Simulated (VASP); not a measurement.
Data:

```xyz
2
Lattice="3.1218 0.0000 0.0000 0.0000 3.1218 0.0000 0.0000 0.0000 3.1218" Properties=species:S:1:pos:R:3 pbc="T T T"
Zn     1.5609     1.5609     1.5609
Au     0.0000     0.0000     0.0000
```

Calculation: optB88-vdW, VASP's PBE PAW potentials (set 64) (plane waves; VASP). Numerical set-up: 520 eV cut-off, 11×11×11 Γ-centred mesh, first-order Methfessel-Paxton smearing of 0.10 eV, potentials Zn Au.

Task: Give the stress tensor in GPa (positive for a compressed cell).

Result: 
```
8.85  0.00  0.00
0.00  8.85  0.00
0.00  0.00  8.85
```
The pressure is its mean diagonal, 8.85 GPa.

The compound is AuZn in the CsCl type structure. This cell is one point of a volume scan, at 0.94 of the reference volume. The electron count is odd and the run is not spin-polarised, which forces a metal.
